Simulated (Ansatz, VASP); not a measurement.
# BaCdTeSe in two plane-wave programs, part 2 of 2

Aim: how closely do two programs agree when they are given the same cell, functional and k mesh? The cell is invented: As first built, before any earlier steps moved the atoms (in the runner's words): it takes the ZnCdTeSe structure with some of its atoms replaced by other elements, volume scaled by an estimate. It may not be a known or stable phase. The cell is taken from a series of VASP runs on this material, whose earlier steps may have relaxed, scaled or displaced it; both programs get it as it stands. Valence electrons are named where the data sets of a main pair hold unlike numbers.

VASP 6.6.1 and Ansatz 0.2.0.

So far. Step 3 (Ansatz: single point, PBE): The run ends at a pressure of -0.13 GPa, with forces up to 0.060 eV/Å.

## Step 6: VASP: band structure, PBE

Level of this step: PBE; plane waves and PAW (Ba_sv, Te, Cd, Se); invented cell (VASP).

The same path points are solved in both programs, so levels can be compared one by one.

File INCAR:

```
SYSTEM = BaCdTeSe
PREC = Accurate
ENCUT = 400
EDIFF = 1E-06
NELM = 100
ISMEAR = 0
SIGMA = 0.05
LREAL = .FALSE.
ALGO = Normal
GGA = PE
NBANDS = 31
LORBIT = 11
LWAVE = .FALSE.
LCHARG = .FALSE.
KPAR = 2
```

File POSCAR:

```
BaCdTeSe
1.0
    2.4881946487      1.4140746623      8.2306195998
   -2.4269177848      1.4138177808      8.2115205448
    0.0304224593     -2.8423580075      8.2235308711
Ba Te Cd Se
1 1 1 1
Direct
    0.6314256174      0.6264675803      0.6297972312
    0.4842020786      0.4941031201      0.4873692381
    0.1172088229      0.1246129398      0.1195292332
    0.0121644811      0.0105473599      0.0117112975
```

File KPOINTS:

```
Automatic mesh
0
Gamma
6 6 6
0 0 0
```

File KPOINTS_OPT:

```
Line mode
16
Line-mode
Reciprocal
 -0.50000000  -0.50000000  -0.50000000 X
  0.00000000   0.00000000   0.00000000 GAMMA

  0.00000000   0.00000000   0.00000000 GAMMA
  0.50000000   0.00000000   0.00000000 Y

  0.00000000  -0.50000000  -0.50000000 L
  0.00000000   0.00000000   0.00000000 GAMMA

  0.00000000   0.00000000   0.00000000 GAMMA
  0.00000000   0.00000000   0.50000000 Z

 -0.50000000  -0.50000000   0.00000000 N
  0.00000000   0.00000000   0.00000000 GAMMA

  0.00000000   0.00000000   0.00000000 GAMMA
  0.50000000   0.00000000   0.50000000 M

  0.00000000  -0.50000000   0.00000000 R
  0.00000000   0.00000000   0.00000000 GAMMA
```

The projector-augmented-wave data sets are Ba_sv, Te, Cd and Se (PBE family, release 64).

Run with:

```bash
> mpirun -np 2 vasp_std
```

Numbers of over 12 decimals in the logs are rounded to 6 here.

Output:

```text
[banner, memory and clock lines left out]
running    2 mpi-ranks, on    1 nodes
[...]
LDA part: xc-table for (Slater+PW92), standard interpolation
 POSCAR, INCAR and KPOINTS ok, starting setup
[...]
entering main loop
       N       E                     dE             d eps       ncg     rms          rms(c)
DAV:   1     0.177765095636E+03    0.17777E+03   -0.11867E+04  6952   0.743E+02
DAV:   2    -0.245506258929E+01   -0.18022E+03   -0.17159E+03  8524   0.193E+02
DAV:   3    -0.143419999528E+02   -0.11887E+02   -0.11789E+02  9568   0.489E+01
DAV:   4    -0.146554989939E+02   -0.31350E+00   -0.31286E+00  9876   0.598E+00
[...]
DAV:  13    -0.135488371021E+02   -0.39002E-04   -0.54528E-05  8232   0.274E-02    0.868E-03
DAV:  14    -0.135488455993E+02   -0.84973E-05   -0.10019E-05  8134   0.106E-02    0.347E-03
DAV:  15    -0.135488463711E+02   -0.77177E-06   -0.66301E-07  6953   0.332E-03
   1 F= -.13548846E+02 E0= -.13548846E+02  d E =-.950986E-12
 Start KPOINTS_OPT (optional k-point list driver)
k-point batch [1-112\112]
       N       E                     dE             ncg
DAV:   1    -0.499818756679E+04   -0.42921E+05     6944
DAV:   2    -0.253539686696E+05   -0.20356E+05     8886
DAV:   3    -0.265690328459E+05   -0.12151E+04     9104
DAV:   4    -0.265941086733E+05   -0.25076E+02     9709
DAV:   5    -0.265942618175E+05   -0.15314E+00     8520
DAV:   6    -0.265942661322E+05   -0.43147E-02     9418
DAV:   7    -0.265942661861E+05   -0.53928E-04     7799
DAV:   8    -0.265942661876E+05   -0.14884E-05     5173
DAV:   9    -0.265942661878E+05   -0.19436E-06     4768
```

OUTCAR, selected parts (step 6):

```text
  Total       -0.0044101     -0.0071599      0.0217503     -0.0043379     -0.0038259      0.0092118
  in kB       -0.0410796     -0.0666942      0.2026027     -0.0404071     -0.0356380      0.0858072
  external PRESSURE =       0.0316096 kB  Pullay stress =       0.0000000 kB

 POSITION                                       TOTAL-FORCE (eV/Angst)
 -----------------------------------------------------------------------------------
      0.06988     -0.01152     15.52043         0.001635     -0.000045      0.006935
      0.02047     -0.00201     12.05052        -0.001711     -0.000229      0.001063
     -0.00715      0.00218      2.97092        -0.000816      0.000462     -0.002515
      0.00503     -0.00117      0.28304         0.000892     -0.000188     -0.005483
 -----------------------------------------------------------------------------------
    total drift:                                0.000031      0.000220      0.001165

  FREE ENERGIE OF THE ION-ELECTRON SYSTEM (eV)
  ---------------------------------------------------
  free  energy   TOTEN  =       -13.5488463711 eV

  energy  without entropy=      -13.5488463711  energy(sigma->0) =      -13.54884637

[... 1 part as in an earlier step ...]

[... 2 further parts left out ...]
[key lines of the parts left out:]
E-fermi :   0.7224
```

Spin-orbit coupling is off here; with elements this heavy it splits and shifts levels by tenths of an eV or more.

## Step 7: Ansatz: band structure, PBE

The same cell, functional, mesh and smearing now go to Ansatz, which takes its cutoff from its data sets.

The cell is taken from a series of VASP runs on this material, whose earlier steps may have relaxed, scaled or displaced it; both programs get it as it stands.

File input.yaml:

```yaml
crystal:
  lattice:
    - [2.4881946487, 1.4140746623, 8.2306195998]
    - [-2.4269177848, 1.4138177808, 8.2115205448]
    - [0.0304224593, -2.8423580075, 8.2235308711]
  atoms:
    - { symbol: Ba, position: [0.6314256174, 0.6264675803, 0.6297972312] }
    - { symbol: Te, position: [0.4842020786, 0.4941031201, 0.4873692381] }
    - { symbol: Cd, position: [0.1172088229, 0.1246129398, 0.1195292332] }
    - { symbol: Se, position: [0.0121644811, 0.0105473599, 0.0117112975] }
hamiltonian:
  xc: pbe
  pseudopotentials: { kind: paw }
kpoints:
  mp_grid: { grid: [6, 6, 6] }
  band_path:
    path:
      - [-0.5, -0.5, -0.5]
      - [-0.4, -0.4, -0.4]
      - [-0.26667, -0.26667, -0.26667]
      - [-0.13333, -0.13333, -0.13333]
      - [0.0, 0.0, 0.0]
      - [0.1, 0.0, 0.0]
      - [0.2, 0.0, 0.0]
      - [0.33333, 0.0, 0.0]
      - [0.46667, 0.0, 0.0]
      - [0.0, -0.43333, -0.43333]
      - [0.0, -0.3, -0.3]
      - [0.0, -0.16667, -0.16667]
      - [0.0, -0.06667, -0.06667]
      - [0.0, 0.0, 0.03333]
      - [0.0, 0.0, 0.16667]
      - [0.0, 0.0, 0.3]
      - [0.0, 0.0, 0.43333]
      - [-0.46667, -0.46667, 0.0]
      - [-0.36667, -0.36667, 0.0]
      - [-0.23333, -0.23333, 0.0]
      - [-0.1, -0.1, 0.0]
      - [0.0, 0.0, 0.0]
      - [0.13333, 0.0, 0.13333]
      - [0.26667, 0.0, 0.26667]
      - [0.36667, 0.0, 0.36667]
      - [0.5, 0.0, 0.5]
      - [0.0, -0.4, 0.0]
      - [0.0, -0.26667, 0.0]
      - [0.0, -0.13333, 0.0]
      - [0.0, 0.0, 0.0]
    npoints: 1
scf:
  occupations: { method: gaussian, width: 0.05 }
  n_extra_bands: 8
output:
  forces: true
  stress: true
  eigenvalues: true
```

Run with:

```bash
> ansatz run input.yaml --threads 2 --pin off --max-ram 4608MiB --backend cpu --events-out ev --progress --plain --runs-dir out
```

Output:

```text
[...]
Crystal: 4 atoms, lattice volume = 172.001 Å³
Basis set: ecut = 420 eV, 3377 PW (Γ), FFT grids on a1−a3, a2−a3, a2, exchange–correlation on 72×72×120 points (8 copies of the dense FFT grid, shifted against one another)
Bands: 39, of which v1, the nominal top of the filled ones, is band 31 counted from 1 (30 counted from 0)
Symmetry: 1 space group operations
[...]
k-point 0: bands = [... 27 lower, 3.7471, 4.3351, 4.6617, 4.6624, 5.7474, 8.0753, 8.8219, 8.8300, ... 4 higher]
  k-point 1: bands = [... 27 lower, 3.7838, 3.7981, 4.3400, 4.5071, 6.7830, 8.3962, 8.5706, 8.9862, ... 4 higher]
  k-point 2: bands = [... 27 lower, 3.6918, 3.7392, 4.2874, 4.3753, 7.4215, 8.1393, 8.6328, 9.1923, ... 4 higher]
  k-point 111: bands = [... 27 lower, 3.7089, 4.1107, 4.7150, 4.7197, 6.2313, 8.0389, 9.0493, 9.0498, ... 4 higher]
[key lines of the parts left out:]
SCF converged after 8 iterations
Free energy (F): -26657.368770 eV
Fermi energy:    5.233725 eV
P = ⅓ Tr σ = -0.1280 GPa (-1.280 kbar)
```

Run time: 37 s. Hardware: 2 threads of Arm Neoverse V2, shared host; peak memory 0.81 GiB.

## Step 8: Side by side

What differs besides the data sets and the points named for the pairs above, as far as they apply: the data sets hold 62 valence electrons in Ansatz (on its default PAW (the set named soft_2) files) and 34 in VASP. Total energies have different zeros and are not compared.

Both answers:

```
                     quantity  Ansatz   VASP  difference
               pressure (GPa)   -0.13   0.00       -0.13
gap over the path points (eV)   1.028  1.021      +0.007
```

Levels at points of the path, from each program's valence-band top (eV; 4 filled, then empty):

```
k (reciprocal lattice)                                  Ansatz                                    VASP
  -0.500 -0.500 -0.500   -1.01 -0.61 -0.01 0.00 1.51 3.32 4.33   -1.01 -0.62 -0.01 0.00 1.51 3.38 4.30
  -0.400 -0.400 -0.400  -1.01 -0.59 -0.01 -0.01 1.46 3.35 4.30  -1.01 -0.60 -0.01 -0.01 1.46 3.41 4.28
  -0.267 -0.267 -0.267  -0.99 -0.52 -0.03 -0.03 1.29 3.40 4.21  -0.99 -0.52 -0.03 -0.03 1.28 3.45 4.19
  -0.133 -0.133 -0.133  -0.98 -0.43 -0.05 -0.05 1.11 3.38 4.13  -0.98 -0.43 -0.05 -0.05 1.10 3.41 4.11
     0.000 0.000 0.000  -0.97 -0.39 -0.06 -0.06 1.03 3.36 4.10  -0.97 -0.39 -0.06 -0.06 1.02 3.38 4.08
     0.100 0.000 0.000  -0.95 -0.54 -0.38 -0.12 1.56 3.54 3.92  -0.95 -0.55 -0.38 -0.12 1.56 3.57 3.91
     0.200 0.000 0.000  -1.00 -0.93 -0.38 -0.26 2.28 3.61 3.95  -1.01 -0.93 -0.38 -0.26 2.28 3.61 3.98
     0.333 0.000 0.000  -1.02 -0.98 -0.43 -0.34 2.70 3.42 3.92  -1.03 -0.98 -0.43 -0.34 2.69 3.41 3.93
     0.467 0.000 0.000  -1.06 -0.89 -0.53 -0.33 2.75 3.27 3.78  -1.06 -0.90 -0.53 -0.33 2.74 3.26 3.78
   0.000 -0.433 -0.433  -0.92 -0.87 -0.49 -0.34 2.29 2.94 4.30  -0.92 -0.87 -0.49 -0.34 2.28 2.92 4.31
```

At this near-relaxed geometry the largest component of a force difference is 54 meV/Å. Among the levels compared at these points, filled levels agree within 7 meV and empty ones within 60 meV.

## Step 9: Other set-ups

Further runs change the set-up of one program: Ansatz's method, potentials or start, or VASP's data sets, cutoff or form of LDA. The table gives Ansatz less VASP for each quantity, since a change that brings one quantity closer may part another.

```
                                    run  r.m.s. force difference (meV/Å)  pressure (GPa)  gap over the path points (eV)
                               as above                               22           -0.13                         0.0070
Ansatz's larger PAW set (cutoff 620 eV)                               23           -0.13                         0.0048
```

## Step 10: What came out

* r.m.s. force difference (single point, PBE): 22 meV/Å
* r.m.s. force difference (band structure, PBE): 22 meV/Å

The r.m.s. force difference is 22 meV/Å (band structure, PBE), beyond the 12 meV/Å picked in this series as the mark of a large difference. The data sets hold unlike numbers of valence electrons (62 in Ansatz and 34 in VASP), so part of the differences comes from the potentials. Single point, PBE, Ansatz's larger PAW set (cutoff 620 eV): the difference in gap on the k mesh goes from 0.0071 to 0.0048 eV. Band structure, PBE, Ansatz's larger PAW set (cutoff 620 eV): the difference in gap over the path points goes from 0.0070 to 0.0048 eV. 4 further runs of this series are not shown here. How closely two codes agree says nothing of how well the functional describes the real material.

[Lines on the potential files, build, host, timing and source positions are cut from VASP's logs without a mark.]

[Logs are printed without paths, hosts, clocks, repeated set-up lines and the standing remarks that a program may print on its own settings, such as how far it seeks lower states.]

[Hosts, paths, dates, database ids (printed as entryN), source tags and the programs' standing remarks are cut or masked in the printed files.]
